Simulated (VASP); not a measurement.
Level of theory: rev-vdW-DF2, VASP's PBE PAW potentials (set 64) (plane waves; VASP).

VASP ran on this input.

**KPOINTS**
```
K-points
0
Gamma
6 6 5
0 0 0
```

### INCAR
```
! general
SYSTEM  =PbO
PREC    =Accurate
ENCUT   =520
LREAL   =.FALSE.
LASPH   =.TRUE.

! electronic loop
EDIFF   =1E-7
NELM    =100
ALGO    =Normal
LMAXMIX =4

! smearing
ISMEAR  =0
SIGMA   =0.05

! functional
GGA     =MK
LUSE_VDW=.TRUE.
AGGAC   =0.0
PARAM1  =0.1234568
PARAM2  =0.7114
ZAB_VDW =-1.8867

! ions
IBRION  =2
NSW     =30
ISIF    =4
EDIFFG  =-0.01

! output
LWAVE   =.FALSE.
LCHARG  =.FALSE.
```

### POSCAR
```
PbO
1
    3.9914311080     0.0000000000     0.0000000000
    0.0000000000     3.9914311080     0.0000000000
    0.0000000000     0.0000000000     4.9927782626
Pb O
2 2
Direct
  0.5000000000   0.0000000000   0.7640249564
  0.0000000000   0.5000000000   0.2359750436
  0.5000000000   0.5000000000   0.0000000000
  0.0000000000   0.0000000000   0.0000000000
```

POTCAR, in this order: Pb_d O (PBE.64 set). Program: vasp_std.

The run wrote:

File OSZICAR:
```
       N       E                     dE             d eps       ncg     rms          rms(c)
DAV:   1     0.466401570816E+03    0.46640E+03   -0.20392E+04  1440   0.199E+03
DAV:   2     0.428546930630E+02   -0.42355E+03   -0.41601E+03  1536   0.499E+02
DAV:   3    -0.161025673486E+02   -0.58957E+02   -0.57324E+02  2048   0.194E+02
DAV:   4    -0.178100013732E+02   -0.17074E+01   -0.17067E+01  1568   0.372E+01
DAV:   5    -0.178670946023E+02   -0.57093E-01   -0.57087E-01  2016   0.656E+00    0.124E+01
DAV:   6    -0.134078595972E+02    0.44592E+01   -0.35464E+01  2288   0.464E+01    0.537E+00
DAV:   7    -0.132357801713E+02    0.17208E+00   -0.33642E+00  1848   0.139E+01    0.252E+00
DAV:   8    -0.132333898915E+02    0.23903E-02   -0.87357E-01  2040   0.684E+00    0.126E+00
DAV:   9    -0.131998620201E+02    0.33528E-01   -0.19586E-01  2216   0.383E+00    0.249E-01
DAV:  10    -0.132018744549E+02   -0.20124E-02   -0.17797E-02  1752   0.876E-01    0.927E-02
DAV:  11    -0.132017275484E+02    0.14691E-03   -0.32595E-03  2384   0.486E-01    0.664E-02
DAV:  12    -0.132016993676E+02    0.28181E-04   -0.24623E-04  1864   0.163E-01    0.512E-02
DAV:  13    -0.132016685499E+02    0.30818E-04   -0.17496E-04  2400   0.111E-01    0.104E-02
DAV:  14    -0.132016675609E+02    0.98903E-06   -0.16474E-05  1912   0.322E-02    0.414E-03
DAV:  15    -0.132016668963E+02    0.66459E-06   -0.27780E-06  1960   0.213E-02    0.682E-04
DAV:  16    -0.132016673024E+02   -0.40607E-06   -0.45515E-07  1432   0.758E-03    0.187E-03
DAV:  17    -0.132016671909E+02    0.11146E-06   -0.28326E-07  1264   0.598E-03    0.221E-04
DAV:  18    -0.132016671690E+02    0.21935E-07   -0.73594E-08   936   0.223E-03
   1 F= -.13201667E+02 E0= -.13201667E+02  d E =-.132017E+02
       N       E                     dE             d eps       ncg     rms          rms(c)
DAV:   1    -0.131993148313E+02    0.23524E-02   -0.55504E+00  1776   0.135E+01    0.287E-01
DAV:   2    -0.132123119834E+02   -0.12997E-01   -0.15330E-01  2160   0.411E+00    0.156E-01
DAV:   3    -0.132120527586E+02    0.25922E-03   -0.12569E-03  2192   0.410E-01    0.959E-02
DAV:   4    -0.132118667724E+02    0.18599E-03   -0.38540E-04  2272   0.284E-01    0.181E-02
DAV:   5    -0.132118699012E+02   -0.31288E-05   -0.77127E-05  1760   0.869E-02    0.966E-03
DAV:   6    -0.132118688737E+02    0.10275E-05   -0.88197E-06  1808   0.561E-02    0.318E-03
DAV:   7    -0.132118691475E+02   -0.27374E-06   -0.11735E-06  2048   0.133E-02    0.128E-03
DAV:   8    -0.132118692373E+02   -0.89769E-07   -0.20150E-07   920   0.774E-03
   2 F= -.13211869E+02 E0= -.13211869E+02  d E =-.102021E-01
       N       E                     dE             d eps       ncg     rms          rms(c)
DAV:   1    -0.132112507519E+02    0.61840E-03   -0.69599E-01  1776   0.472E+00    0.866E-02
DAV:   2    -0.132126790825E+02   -0.14283E-02   -0.15898E-02  2080   0.136E+00    0.458E-02
DAV:   3    -0.132126433015E+02    0.35781E-04   -0.14690E-04  2128   0.117E-01    0.226E-02
DAV:   4    -0.132126324119E+02    0.10890E-04   -0.26659E-05  2240   0.700E-02    0.583E-03
DAV:   5    -0.132126326049E+02   -0.19296E-06   -0.62829E-06  1920   0.263E-02    0.267E-03
DAV:   6    -0.132126327668E+02   -0.16191E-06   -0.77552E-07  1752   0.104E-02    0.127E-03
DAV:   7    -0.132126327818E+02   -0.15008E-07   -0.12735E-07   856   0.409E-03
   3 F= -.13212633E+02 E0= -.13212633E+02  d E =-.109656E-01
       N       E                     dE             d eps       ncg     rms          rms(c)
DAV:   1    -0.132179548796E+02   -0.53221E-02   -0.32477E-01  1536   0.490E+00    0.380E-01
DAV:   2    -0.132156558795E+02    0.22990E-02   -0.11206E-02  2248   0.133E+00    0.235E-01
DAV:   3    -0.132141772684E+02    0.14786E-02   -0.16069E-03  1984   0.625E-01    0.556E-02
DAV:   4    -0.132141235401E+02    0.53728E-04   -0.46167E-04  2160   0.211E-01    0.119E-02
DAV:   5    -0.132141240796E+02   -0.53950E-06   -0.39691E-05  1712   0.614E-02    0.484E-03
DAV:   6    -0.132141238686E+02    0.21103E-06   -0.20418E-06  2320   0.236E-02    0.229E-03
DAV:   7    -0.132141239715E+02   -0.10293E-06   -0.45667E-07  1576   0.575E-03    0.857E-04
DAV:   8    -0.132141239786E+02   -0.70440E-08   -0.59584E-08   840   0.247E-03
   4 F= -.13214124E+02 E0= -.13214124E+02  d E =-.149120E-02
       N       E                     dE             d eps       ncg     rms          rms(c)
DAV:   1    -0.132418223015E+02   -0.27698E-01   -0.22277E+00  1528   0.129E+01    0.995E-01
DAV:   2    -0.132263479341E+02    0.15474E-01   -0.79857E-02  2120   0.340E+00    0.615E-01
DAV:   3    -0.132163822560E+02    0.99657E-02   -0.10974E-02  1984   0.154E+00    0.157E-01
DAV:   4    -0.132158560511E+02    0.52620E-03   -0.29061E-03  2168   0.601E-01    0.319E-02
DAV:   5    -0.132158637931E+02   -0.77420E-05   -0.33881E-04  1632   0.176E-01    0.127E-02
DAV:   6    -0.132158624739E+02    0.13193E-05   -0.15834E-05  2448   0.618E-02    0.610E-03
DAV:   7    -0.132158631400E+02   -0.66616E-06   -0.34532E-06  1624   0.152E-02    0.238E-03
DAV:   8    -0.132158632002E+02   -0.60187E-07   -0.44580E-07  1352   0.663E-03
   5 F= -.13215863E+02 E0= -.13215863E+02  d E =-.323042E-02
       N       E                     dE             d eps       ncg     rms          rms(c)
DAV:   1    -0.132158971500E+02   -0.34010E-04   -0.25995E-03  1568   0.437E-01    0.339E-02
DAV:   2    -0.132158785968E+02    0.18553E-04   -0.89171E-05  2240   0.121E-01    0.209E-02
DAV:   3    -0.132158667731E+02    0.11824E-04   -0.12434E-05  1984   0.548E-02    0.529E-03
DAV:   4    -0.132158662130E+02    0.56009E-06   -0.36206E-06  2192   0.190E-02    0.107E-03
DAV:   5    -0.132158662276E+02   -0.14628E-07   -0.31242E-07  1344   0.561E-03
   6 F= -.13215866E+02 E0= -.13215866E+02  d E =-.323345E-02
       N       E                     dE             d eps       ncg     rms          rms(c)
DAV:   1    -0.132158903515E+02   -0.24138E-04   -0.20435E-03  1576   0.388E-01    0.301E-02
DAV:   2    -0.132158756269E+02    0.14725E-04   -0.69312E-05  2224   0.107E-01    0.186E-02
DAV:   3    -0.132158662143E+02    0.94126E-05   -0.99344E-06  2000   0.491E-02    0.458E-03
DAV:   4    -0.132158658074E+02    0.40692E-06   -0.28418E-06  2168   0.166E-02    0.950E-04
DAV:   5    -0.132158658185E+02   -0.11068E-07   -0.23561E-07  1304   0.486E-03
   7 F= -.13215866E+02 E0= -.13215866E+02  d E =-.323304E-02
       N       E                     dE             d eps       ncg     rms          rms(c)
DAV:   1    -0.132158356948E+02    0.30113E-04   -0.14471E-02  1776   0.692E-01    0.162E-02
DAV:   2    -0.132158751204E+02   -0.39426E-04   -0.44111E-04  2072   0.227E-01    0.852E-03
DAV:   3    -0.132158732956E+02    0.18248E-05   -0.44036E-06  2216   0.284E-02    0.419E-03
DAV:   4    -0.132158727899E+02    0.50573E-06   -0.12465E-06  2112   0.161E-02    0.867E-04
DAV:   5    -0.132158728530E+02   -0.63134E-07   -0.24941E-07  1080   0.781E-03
   8 F= -.13215873E+02 E0= -.13215873E+02  d E =-.703453E-05
```

OUTCAR:
```
------------------------ aborting loop because EDIFF is reached ----------------------------------------
  FORCE on cell =-STRESS in cart. coord.  units (eV):
  Direction    XX          YY          ZZ          XY          YZ          ZX
  --------------------------------------------------------------------------------------
  Total        0.3189270      0.3189270      0.3243013      0.0000000     -0.0000000      0.0000000
  in kB        6.4239526      6.4239526      6.5322028      0.0000000     -0.0000000      0.0000000
  external PRESSURE =       6.4600360 kB  Pullay stress =       0.0000000 kB
  volume of cell :       79.54
      direct lattice vectors                 reciprocal lattice vectors
     4.027541096  0.000000000  0.000000000     0.248290452  0.000000000  0.000000000
     0.000000000  4.027541096 -0.000000000     0.000000000  0.248290452 -0.000000000
     0.000000000  0.000000000  4.903651451     0.000000000  0.000000000  0.203929665
 POSITION                                       TOTAL-FORCE (eV/Angst)
 -----------------------------------------------------------------------------------
      2.01377      0.00000      3.71583        -0.000000      0.000000      0.003433
      4.02754      2.01377      1.18782         0.000000     -0.000000     -0.003433
      2.01377      2.01377      4.90365         0.000000     -0.000000      0.000000
      0.00000      0.00000      0.00000         0.000000     -0.000000      0.000000
 -----------------------------------------------------------------------------------
    total drift:                                0.000000     -0.000000      0.000000
  FREE ENERGIE OF THE ION-ELECTRON SYSTEM (eV)
  ---------------------------------------------------
  free  energy   TOTEN  =       -13.2158728530 eV

  energy  without entropy=      -13.2158728530  energy(sigma->0) =      -13.21587285

 reached required accuracy - stopping structural energy minimisation
```
(Selected blocks of OUTCAR.)

CONTCAR:
```
PbO
   1.00000000000000
     4.0275410958598492    0.0000000000000000    0.0000000000000000
     0.0000000000000000    4.0275410958598492   -0.0000000000000000
     0.0000000000000000    0.0000000000000000    4.9036514514629399
  Pb              O
     2     2
Direct
     0.5000000000000000    0.0000000000000000    0.7577684181121209
     1.0000000000000000    0.5000000000000000    0.2422315818878790
     0.5000000000000000    0.5000000000000000    1.0000000000000000
     0.0000000000000000    0.0000000000000000    0.0000000000000000
```

The compound is PbO in the litharge structure. This cell is one point of a volume scan, at 0.97 of the reference volume. Symmetry was kept, so distortions that lower it aren't found.
